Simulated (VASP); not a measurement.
# A VASP study of MgO (r2SCAN): structure first, properties next, part 2 of 6

Aim: relax MgO with r2SCAN, compute its properties on that cell and hold them against experiment. Left out of this account: at least 1 further run (core levels: core levels are not valid at this level). The start is a cell from a database of measured crystal structures.

VASP 6.6.1, plane waves and PAW; the level of theory is named at each step.

So far. Step 2 (Relaxing cell and atoms (r2SCAN)): It ends with forces that vanish by symmetry and a pressure of 0.01 GPa. The volume lies -1.2 % from that of the database's start, part of which can be the thermal and zero-point expansion of its experiment. Step 3 (Second relaxation): It ends with forces that vanish by symmetry and a pressure of 0.01 GPa. The volume moved by under 0.01 %: the run met its threshold at the first step. The relaxed cell has a = 4.195 Å (conventional setting).

### 4. Single point with fields (r2SCAN)

Level of this step: r2SCAN; plane waves and PAW (Mg, O) (VASP).

A single point on the relaxed cell gives a clean self-consistent state, with density, ELF and potential written out.

Contents of INCAR:

```
SYSTEM = MgO
PREC = Accurate
ENCUT = 520
EDIFF = 1E-06
NELM = 100
ISMEAR = 0
SIGMA = 0.05
LREAL = .FALSE.
ALGO = Normal
METAGGA = R2SCAN
LASPH = .TRUE.
NBANDS = 10
LORBIT = 11
LWAVE = .FALSE.
LCHARG = .TRUE.
ISIF = 2
LELF = .TRUE.
LVHAR = .TRUE.
```

Contents of POSCAR:

```
MgO
1.0
    0.0000000000      2.0973980938      2.0973980938
    2.0973980938      0.0000000000      2.0973980938
    2.0973980938      2.0973980938      0.0000000000
Mg O
1 1
Direct
    0.0000000000      0.0000000000      0.0000000000
    0.5000000000      0.5000000000      0.5000000000
```

Contents of KPOINTS:

```
Automatic mesh
0
Gamma
8 8 8
0 0 0
```

The projector-augmented-wave data sets are Mg and O (PBE family, release 64).

Started as:

```console
> mpirun -np 2 vasp_std
```

Output:

```text
[banner, memory and clock lines left out]
running    2 mpi-ranks, on    1 nodes
 distrk:  each k-point on    2 cores,    1 groups
 distr:  one band on    1 cores,    2 groups

 POSCAR found type information on POSCAR MgO
 POSCAR found :  2 types and       2 ions
 [... a notice as in an earlier step ...]

 LDA part: xc-table for (None), standard interpolation
 POSCAR, INCAR and KPOINTS ok, starting setup
 FFT: planning ... GRIDC
 FFT: planning ... GRID_SOFT
 FFT: planning ... GRID
 WAVECAR not read
 entering main loop
       N       E                     dE             d eps       ncg     rms          rms(c)
DAV:   1     0.865732357325E+01    0.86573E+01   -0.48521E+03   692   0.736E+02
[... 4 cycles as in an earlier step ...]
DAV:   6    -0.160847530239E+02    0.37545E+01   -0.56366E+00   596   0.140E+01    0.195E+00
[... 6 cycles as in an earlier step ...]
DAV:  13    -0.161613667576E+02    0.13918E-06   -0.75979E-07   324   0.649E-03
   1 F= -.16161367E+02 E0= -.16161367E+02  d E =-.859257E-14
```

It took 13 s on 2 MPI ranks of Intel Xeon Platinum 8259CL at 2.50GHz (Skylake/Cascade Lake), shared host; peak memory 0.24 GiB.

From OUTCAR (step 4):

```text
The static configuration has the point symmetry O_h .

 Found     29 irreducible k-points:

   NELECT =       8.0000    total number of electrons

 E-fermi :   3.1101

  Total        0.0015193      0.0015193      0.0015193      0.0000000      0.0000000     -0.0000000
  in kB        0.1319118      0.1319118      0.1319118      0.0000000      0.0000000     -0.0000000
  external PRESSURE =       0.1319118 kB  Pullay stress =       0.0000000 kB

 POSITION                                       TOTAL-FORCE (eV/Angst)
 -----------------------------------------------------------------------------------
      0.00000      0.00000      0.00000         0.000000      0.000000      0.000000
      2.09740      2.09740      2.09740        -0.000000     -0.000000      0.000000
 -----------------------------------------------------------------------------------
    total drift:                               -0.000000     -0.000000      0.000000

  FREE ENERGIE OF THE ION-ELECTRON SYSTEM (eV)
  ---------------------------------------------------
  free  energy   TOTEN  =       -16.1613667576 eV

  energy  without entropy=      -16.1613667576  energy(sigma->0) =      -16.16136676

[... 16 parts as in an earlier step ...]
```

Numbers from this step:

- SCF cycles: 13

Valence electrons inside each PAW sphere by angular momentum. Sphere charges, by row:

```csv
atom,s (e),p (e),d (e),tot (e)
Mg1,0.141,0.178,0.076,0.395
O2,1.545,3.595,0,5.14
```

ELF in the ac plane of the conventional cell at fractional y = 0.000, with atoms of Mg and O within 0.2 Å of it. It is the smooth field of the valence electrons, not physical close to the nuclei.

Values, 14 rows by 14 columns, each cell a mean:
```
0.00 0.01 0.15 0.50 0.75 0.81 0.68 0.60 0.77 0.81 0.67 0.33 0.05 0.00
0.07 0.04 0.08 0.31 0.61 0.78 0.81 0.81 0.82 0.74 0.49 0.17 0.04 0.05
0.39 0.27 0.13 0.14 0.35 0.61 0.75 0.78 0.71 0.51 0.22 0.10 0.17 0.33
0.70 0.60 0.37 0.16 0.14 0.31 0.50 0.55 0.42 0.20 0.11 0.22 0.49 0.67
0.81 0.78 0.64 0.37 0.13 0.08 0.15 0.18 0.10 0.07 0.20 0.51 0.74 0.81
0.72 0.79 0.78 0.60 0.27 0.04 0.01 0.01 0.01 0.10 0.42 0.71 0.82 0.77
0.46 0.72 0.81 0.70 0.39 0.07 0.00 0.00 0.01 0.18 0.55 0.78 0.81 0.60
0.60 0.77 0.81 0.67 0.33 0.05 0.00 0.00 0.01 0.15 0.50 0.75 0.81 0.68
0.81 0.82 0.74 0.49 0.17 0.04 0.05 0.07 0.04 0.08 0.31 0.61 0.78 0.81
0.78 0.71 0.51 0.22 0.10 0.17 0.33 0.39 0.27 0.13 0.14 0.35 0.61 0.75
0.55 0.42 0.20 0.11 0.22 0.49 0.67 0.70 0.60 0.37 0.16 0.14 0.31 0.50
0.18 0.10 0.07 0.20 0.51 0.74 0.81 0.81 0.78 0.64 0.37 0.13 0.08 0.15
0.01 0.01 0.10 0.42 0.71 0.82 0.77 0.72 0.79 0.78 0.60 0.27 0.04 0.01
0.00 0.01 0.18 0.55 0.78 0.81 0.60 0.46 0.72 0.81 0.70 0.39 0.07 0.00
```
Columns run along a (4.2 Å), rows up along c (4.2 Å), edges of the conventional cell, whose origin can differ from the input's. Atoms in or near the plane, at fractional coordinates: Mg at (0.00, 0.00), Mg at (0.50, 0.50), O at (0.50, 0.00), O at (0.00, 0.50).

Valence density in the ac plane of the conventional cell at fractional y = 0.000, with atoms of Mg and O within 0.2 Å of it. It is the smooth field of the valence electrons, not physical close to the nuclei.

Ten even steps from '_' (0.0 e/Å³) to '@' (7.5 e/Å³), each cell a mean:
```
__________::**%%++..________
__________..::--::__________
______________..____________
____________________________
::..______________________..
**--..__________________::++
@@**::________________..--%%
%%++..__________________::**
--::____________________..::
..__________________________
____________________________
____________..::..__________
__________::++**--..________
________..--%%@@**::________
```
Columns run along a (4.2 Å), rows up along c (4.2 Å), edges of the conventional cell, whose origin can differ from the input's. Atoms in or near the plane, at fractional coordinates: Mg at (0.00, 0.00), Mg at (0.50, 0.50), O at (0.50, 0.00), O at (0.00, 0.50).

Electrostatic potential energy in the ac plane of the conventional cell at fractional y = 0.000, with atoms of Mg and O within 0.2 Å of it. With pseudopotentials it is smooth inside the atoms' cores, unlike the true potential.

Values in eV, 14 rows by 14 columns, each cell a mean:
```
-23 -19 -12  -3   0 -18 -48 -49 -38  -5   0  -7 -16 -21
-17 -14  -7   0   2  -1 -18 -25  -9   2   2  -3 -11 -16
 -8  -5  -1   2   3   2   0  -1   1   3   3   0  -3  -7
  0   1   2   3   2   0  -3  -3  -2   1   2   3   2   0
 -9  -2   3   2  -1  -7 -12 -13 -10  -4   1   3   2  -5
-43 -26  -2   1  -5 -14 -19 -20 -17 -10  -2   1  -9 -38
-45 -43  -9   0  -8 -17 -23 -24 -20 -13  -3  -1 -25 -49
-49 -38  -5   0  -7 -16 -21 -23 -19 -12  -3   0 -18 -48
-25  -9   2   2  -3 -11 -16 -17 -14  -7   0   2  -1 -18
 -1   1   3   3   0  -3  -7  -8  -5  -1   2   3   2   0
 -3  -2   1   2   3   2   0   0   1   2   3   2   0  -3
-13 -10  -4   1   3   2  -5  -9  -2   3   2  -1  -7 -12
-20 -17 -10  -2   1  -9 -38 -43 -26  -2   1  -5 -14 -19
-24 -20 -13  -3  -1 -25 -49 -45 -43  -9   0  -8 -17 -23
```
Columns run along a (4.2 Å; values clipped at the 3rd and 97th percentile), rows up along c (4.2 Å), edges of the conventional cell, whose origin can differ from the input's. Atoms in or near the plane, at fractional coordinates: Mg at (0.00, 0.00), Mg at (0.50, 0.50), O at (0.50, 0.00), O at (0.00, 0.50).

In this run the pressure is 0.01 GPa, small enough to go on; single stress components reach 0.01 GPa.

### 5. Bands along the symmetry lines (r2SCAN)

The mesh alone shows little of the dispersion and can miss band extrema, so KPOINTS_OPT adds a path through the symmetry points after the self-consistent cycle.

Contents of INCAR:

```
SYSTEM = MgO
PREC = Accurate
ENCUT = 520
EDIFF = 1E-06
NELM = 100
ISMEAR = 0
SIGMA = 0.05
LREAL = .FALSE.
ALGO = Normal
METAGGA = R2SCAN
LASPH = .TRUE.
NBANDS = 16
LORBIT = 11
LWAVE = .FALSE.
LCHARG = .FALSE.
KPAR = 2
```

POSCAR is that of step 4.

KPOINTS is that of step 4.

Contents of KPOINTS_OPT:

```
Line mode
16
Line-mode
Reciprocal
  0.00000000   0.00000000   0.00000000 GAMMA
  0.50000000   0.00000000   0.50000000 X

  0.50000000   0.00000000   0.50000000 X
  0.50000000   0.25000000   0.75000000 W

  0.50000000   0.25000000   0.75000000 W
  0.37500000   0.37500000   0.75000000 K

  0.37500000   0.37500000   0.75000000 K
  0.00000000   0.00000000   0.00000000 GAMMA

  0.00000000   0.00000000   0.00000000 GAMMA
  0.50000000   0.50000000   0.50000000 L

  0.50000000   0.50000000   0.50000000 L
  0.62500000   0.25000000   0.62500000 U

  0.62500000   0.25000000   0.62500000 U
  0.50000000   0.25000000   0.75000000 W

  0.50000000   0.25000000   0.75000000 W
  0.50000000   0.50000000   0.50000000 L

  0.50000000   0.50000000   0.50000000 L
  0.37500000   0.37500000   0.75000000 K

  0.62500000   0.25000000   0.62500000 U
  0.50000000   0.00000000   0.50000000 X
```

Started as:

```console
> mpirun -np 2 vasp_std
```

Output:

```text
[... set-up lines as in an earlier step ...]
 entering main loop
       N       E                     dE             d eps       ncg     rms          rms(c)
DAV:   1     0.115153540797E+02    0.11515E+02   -0.44655E+03   984   0.460E+02
DAV:   2    -0.191632957035E+02   -0.30679E+02   -0.29821E+02  1296   0.120E+02
DAV:   3    -0.198377368120E+02   -0.67444E+00   -0.67418E+00  1096   0.145E+01
DAV:   4    -0.198392629515E+02   -0.15261E-02   -0.15261E-02  1184   0.793E-01
DAV:   5    -0.198392676460E+02   -0.46945E-05   -0.46945E-05  1104   0.418E-02    0.683E+00
DAV:   6    -0.160805996189E+02    0.37587E+01   -0.44293E+00  1104   0.878E+00    0.189E+00
DAV:   7    -0.161546813196E+02   -0.74082E-01   -0.23147E-01   960   0.285E+00    0.149E+00
DAV:   8    -0.161697291836E+02   -0.15048E-01   -0.10032E-01  1064   0.201E+00    0.836E-01
DAV:   9    -0.161616021879E+02    0.81270E-02   -0.24059E-02  1008   0.772E-01    0.182E-01
DAV:  10    -0.161613457007E+02    0.25649E-03   -0.11480E-03  1104   0.212E-01    0.217E-02
DAV:  11    -0.161613631964E+02   -0.17496E-04   -0.10681E-04  1096   0.486E-02    0.110E-02
DAV:  12    -0.161613677719E+02   -0.45755E-05   -0.39004E-06  1032   0.104E-02    0.692E-03
DAV:  13    -0.161613667965E+02    0.97540E-06   -0.12467E-06   536   0.635E-03
   1 F= -.16161367E+02 E0= -.16161367E+02  d E =-.344807E-26
 Start KPOINTS_OPT (optional k-point list driver)
k-point batch [1-29\160]
       N       E                     dE             ncg
DAV:   1     0.245564991613E+03   -0.82588E+04     1016
DAV:   2    -0.623567707909E+03   -0.86913E+03     1208
DAV:   3    -0.640699902481E+03   -0.17132E+02     1240
DAV:   4    -0.640739919245E+03   -0.40017E-01     1232
DAV:   5    -0.640740056716E+03   -0.13747E-03     1208
DAV:   6    -0.640740057377E+03   -0.66059E-06     1128
[...]
k-point batch [146-160\160]
       N       E                     dE             ncg
DAV:   1     0.503947867408E+04   -0.60514E+04      520
DAV:   2     0.460263121361E+04   -0.43685E+03      640
DAV:   3     0.459513396368E+04   -0.74972E+01      656
DAV:   4     0.459511534546E+04   -0.18618E-01      624
DAV:   5     0.459511527792E+04   -0.67543E-04      632
DAV:   6     0.459511527766E+04   -0.25971E-06      576
```

Elapsed: 39 s, on 2 MPI ranks; peak memory 0.27 GiB.

From OUTCAR (step 5):

```text
   k-points           NKPTS =     29   k-points in BZ     NKDIM =     29   number of bands    NBANDS=     16

   NELECT =       8.0000    total number of electrons

 E-fermi :   3.2283

 k-point     1 :       0.0000    0.0000    0.0000
  band No.  band energies     occupation
      1     -15.3971      2.00000
      2       2.8669      2.00000
      3       2.8670      2.00000
      4       2.8670      2.00000
      5       8.5965      0.00000
      6      19.7729      0.00000
      7      19.7729      0.00000
      8      19.7729      0.00000
      9      23.9536      0.00000
    ...

  Total        0.0003253      0.0003253      0.0003253      0.0000000      0.0000000     -0.0000000
  in kB        0.0282432      0.0282432      0.0282432      0.0000000      0.0000000     -0.0000000
  external PRESSURE =       0.0282432 kB  Pullay stress =       0.0000000 kB

 POSITION                                       TOTAL-FORCE (eV/Angst)
 -----------------------------------------------------------------------------------
      0.00000      0.00000      0.00000         0.000000      0.000000      0.000000
      2.09740      2.09740      2.09740        -0.000000     -0.000000     -0.000000
 -----------------------------------------------------------------------------------
    total drift:                               -0.000000     -0.000000      0.000000

  FREE ENERGIE OF THE ION-ELECTRON SYSTEM (eV)
  ---------------------------------------------------
  free  energy   TOTEN  =       -16.1613667965 eV

  energy  without entropy=      -16.1613667965  energy(sigma->0) =      -16.16136680

[... 8 parts as in an earlier step ...]

[... 8 further parts left out ...]
```

Numbers from this step:

* bands: 16
* Fermi energy: 3.228 eV
* pressure: 0.002824 GPa
* least gap on mesh and path: 5.729 eV
* least direct gap on mesh and path: 5.730 eV

Electronic bands along the path, in eV, zero at the valence-band top; v1 is the highest filled band, c1 the lowest empty one:

```csv
point,v3,v2,v1,c1,c2
Γ,0.00,0.00,0.00,5.73,16.91
0.47 of the way,-2.44,-0.69,-0.69,8.85,12.45
X,-4.15,-1.39,-1.39,10.05,11.20
0.47 of the way,-3.89,-1.88,-1.58,10.88,12.01
W,-3.00,-3.00,-1.80,12.78,12.78
0.47 of the way,-3.39,-2.74,-1.53,11.79,13.25
K,-3.55,-2.74,-1.19,11.12,13.07
0.47 of the way,-3.11,-1.36,-0.47,9.51,13.00
Γ,0.00,0.00,0.00,5.73,16.91
0.47 of the way,-2.43,-0.32,-0.32,7.93,13.83
L,-4.67,-0.69,-0.69,8.88,13.95
0.47 of the way,-4.25,-1.65,-0.86,10.15,13.62
U,-3.55,-2.74,-1.19,11.12,13.07
0.47 of the way,-3.43,-2.74,-1.46,11.65,13.21
W,-3.00,-3.00,-1.80,12.78,12.78
0.47 of the way,-3.97,-2.09,-1.07,10.91,13.39
L,-4.67,-0.69,-0.69,8.88,13.95
0.53 of the way,-4.13,-1.88,-0.90,10.44,13.54
K,-3.55,-2.74,-1.19,11.12,13.07
jump to U,-3.55,-2.74,-1.19,11.12,13.07
0.47 of the way,-3.98,-1.89,-1.33,10.51,11.80
X,-4.15,-1.39,-1.39,10.05,11.20
```

Of the projections kept (Mg, O), the largest for each band there, as a share of the weight inside these atoms' spheres; weight between the spheres isn't counted:

```csv
point,v3,v2,v1,c1,c2
Γ,O 0.98,O 0.98,O 0.98,O 0.51,Mg 1.00
X,O 0.85,O 0.93,O 0.93,Mg 1.00,Mg 0.90
W,O 0.88,O 0.88,O 0.90,O 0.67,O 0.67
K,O 0.86,O 0.87,O 0.94,Mg 0.68,Mg 0.69
Γ,O 0.98,O 0.98,O 0.98,O 0.51,Mg 1.00
L,O 0.80,O 0.96,O 0.96,Mg 0.63,O 0.71
```

The electronic bands as a text plot (rows in eV, shown from -4.7 to 10.8 only):

```
   10.5 |      ++ ++        +                        +     +   +
    9.8 |     +  +                          +         +   +     +
    9.2 |    +               +           +++           +++
    8.5 |   +                 +       +++
    7.9 |                      +
    7.3 |  +                         +
    6.6 | +                     +   +
    6.0 |+                       +++
    5.3 |
    4.7 |
    4.0 |
    3.4 |
    2.7 |
    2.1 |
    1.5 |
    0.8 |
    0.2 |*                      *****
   -0.5 | ***              ******  * *******           ****
   -1.1 |  * ******     ***  *  *   *      ******   **** ********
   -1.8 |   *     ******    *  *     *      *    *** *     *   *
   -2.4 |           **     *  *              *      *       * *
   -3.1 |    **      ******  *        *       ******         *
   -3.7 |      *   **  **  **          *     ****   *       ****
   -4.3 |       ***                     *****        *******    *
         Γ       X    W  K        Γ      L     U  W     L   K|U X
```

The path finds the gap of the mesh within 0.02 eV, so the mesh comes close to both band edges.

### 6. Density of states (r2SCAN)

A density of states needs more k-points than a total energy, and tetrahedra (ISMEAR = -5) or a smearing that fits the mesh; LORBIT projects the states on the PAW spheres. The mesh is finer than in the run before.

INCAR: that of step 5 with these lines changed.

```diff
@@ -5,3 +5,3 @@
 NELM = 100
-ISMEAR = 0
+ISMEAR = -5
 SIGMA = 0.05
@@ -16 +16,2 @@
 KPAR = 2
+NEDOS = 2001
```

POSCAR is that of step 5.

Contents of KPOINTS:

```
Automatic mesh
0
Gamma
12 12 12
0 0 0
```

Started as:

```console
> mpirun -np 2 vasp_std
```

Output:

```text
[... set-up lines as in an earlier step ...]
 entering main loop
       N       E                     dE             d eps       ncg     rms          rms(c)
DAV:   1     0.112077557210E+02    0.11208E+02   -0.44155E+03  2528   0.461E+02
DAV:   2    -0.192114207880E+02   -0.30419E+02   -0.29702E+02  3152   0.121E+02
DAV:   3    -0.198377802411E+02   -0.62636E+00   -0.62611E+00  2768   0.137E+01
DAV:   4    -0.198392547357E+02   -0.14745E-02   -0.14745E-02  2928   0.760E-01
DAV:   5    -0.198392593251E+02   -0.45893E-05   -0.45893E-05  2848   0.399E-02    0.683E+00
DAV:   6    -0.160806153452E+02    0.37586E+01   -0.44345E+00  2744   0.878E+00    0.189E+00
DAV:   7    -0.161546631843E+02   -0.74048E-01   -0.23182E-01  2520   0.285E+00    0.149E+00
DAV:   8    -0.161696956356E+02   -0.15032E-01   -0.10001E-01  2648   0.201E+00    0.833E-01
DAV:   9    -0.161616006492E+02    0.80950E-02   -0.23990E-02  2512   0.770E-01    0.181E-01
DAV:  10    -0.161613465061E+02    0.25414E-03   -0.11494E-03  2824   0.211E-01    0.215E-02
DAV:  11    -0.161613641932E+02   -0.17687E-04   -0.10380E-04  2760   0.479E-02    0.109E-02
DAV:  12    -0.161613687388E+02   -0.45456E-05   -0.37893E-06  2544   0.102E-02    0.690E-03
DAV:  13    -0.161613677768E+02    0.96203E-06   -0.12349E-06  1432   0.631E-03
   1 F= -.16161368E+02 E0= -.16161368E+02  d E =0.000000E+00
```

Run time: 31 s. Hardware: 2 MPI ranks; peak memory 0.29 GiB; 60 s of CPU time.

Parts of OUTCAR (step 6):

```text
   k-points           NKPTS =     72   k-points in BZ     NKDIM =     72   number of bands    NBANDS=     16

   NELECT =       8.0000    total number of electrons

 E-fermi :   2.8798

 k-point     1 :       0.0000    0.0000    0.0000
  band No.  band energies     occupation
      1     -15.3971      2.00000
      2       2.8669      2.00000
      3       2.8669      2.00000
      4       2.8669      2.00000
      5       8.5965      0.00000
      6      19.7729      0.00000
      7      19.7729      0.00000
      8      19.7729      0.00000
      9      23.9536      0.00000
    ...

  Total        0.0002937      0.0002937      0.0002937     -0.0000000      0.0000000      0.0000000
  in kB        0.0255017      0.0255017      0.0255017     -0.0000000      0.0000000      0.0000000
  external PRESSURE =       0.0255017 kB  Pullay stress =       0.0000000 kB

 POSITION                                       TOTAL-FORCE (eV/Angst)
 -----------------------------------------------------------------------------------
      0.00000      0.00000      0.00000         0.000000     -0.000000      0.000000
      2.09740      2.09740      2.09740        -0.000000      0.000000      0.000000
 -----------------------------------------------------------------------------------
    total drift:                               -0.000000     -0.000000      0.000000

  FREE ENERGIE OF THE ION-ELECTRON SYSTEM (eV)
  ---------------------------------------------------
  free  energy   TOTEN  =       -16.1613677768 eV

  energy  without entropy=      -16.1613677768  energy(sigma->0) =      -16.16136778

[... 8 parts as in an earlier step ...]

[... 8 further parts left out ...]
```

Numbers from this step:

| Item | Value |
| --- | --- |
| irreducible k-points | 72 |
| Fermi energy | 2.880 eV |
| pressure | 0.002550 GPa |

The density of states has structure finer than the step of the table below, so its rows give means over 1 eV, whole bins alone (the curve runs from -12.0 to 13.7 eV). Peaks (eV: height): total -3.7: 2.60, -0.7: 2.90, 11.1: 0.899, 13.1: 1.59; O p -3.7: 1.26, -0.7: 2.02, 13.1: 0.412; Mg p -3.7: 0.0955, -1.3: 0.075, 11.1: 0.071, 13.1: 0.0635; Mg s -3.6: 0.125, 11.4: 0.0833, 13.1: 0.114, 13.6: 0.160; O s -3.6: 0.0242, 9.1: 0.0557.

States under -12.0 eV and over 13.7 eV are left out. Density of states against energy, zero at the valence-band top; means over each step; values in states/eV/cell:

```csv
energy (eV),total,O p,Mg p,Mg s,O s
-6,0,0,0,0,0
-5,0.0199,0.00895,7.1e-5,0.00190,4.1e-5
-4,1.29,0.620,0.0411,0.0688,0.00949
-3,0.734,0.379,0.0225,0.0298,0.0107
-2,1.08,0.643,0.0397,0.0140,0.00570
-1,2.48,1.67,0.0489,0.00908,0.00233
0,0.392,0.283,0.00539,9.1e-5,1.4e-4
1,0,0,0,0,0
2,0,0,0,0,0
3,0,0,0,0,0
4,0,0,0,0,0
5,0,0,0,0,0
6,0.0123,8.4e-4,1.3e-4,0.00268,0.00274
7,0.0557,0.00693,0.00144,0.0106,0.0109
8,0.122,0.0196,0.00582,0.0192,0.0203
9,0.340,0.0448,0.0352,0.0300,0.0434
10,0.514,0.0720,0.0523,0.0335,0.0473
11,0.848,0.106,0.0630,0.0523,0.0402
12,0.596,0.0924,0.0230,0.0668,0.0138
13,1.18,0.298,0.0420,0.0882,0.00581
```

The gap on this mesh is 5.73 eV. In the top eV of the valence band the largest shares in the PAW spheres are O p 70 %; in the lowest eV of the conduction band, O s 22 %, Mg s 21 % and O p 8 %. The rest lies in smaller channels or between the spheres.

[end of part 2 of 6]

[Lines on the potential files, build, host, timing and source positions are cut from VASP's logs without a mark.]

[Logs are printed without paths, hosts, clocks, repeated set-up lines and the standing remarks that a program may print on its own settings, such as how far it seeks lower states.]

[Hosts, paths, dates, database ids (printed as entryN), source tags and the programs' standing remarks are cut or masked in the printed files.]

[A measured line is paired with the nearest computed mode of its activity, which favours agreement.]

[In band tables of VASP the shares of atoms and orbitals are scaled to a sum of 1 inside the atoms' spheres.]
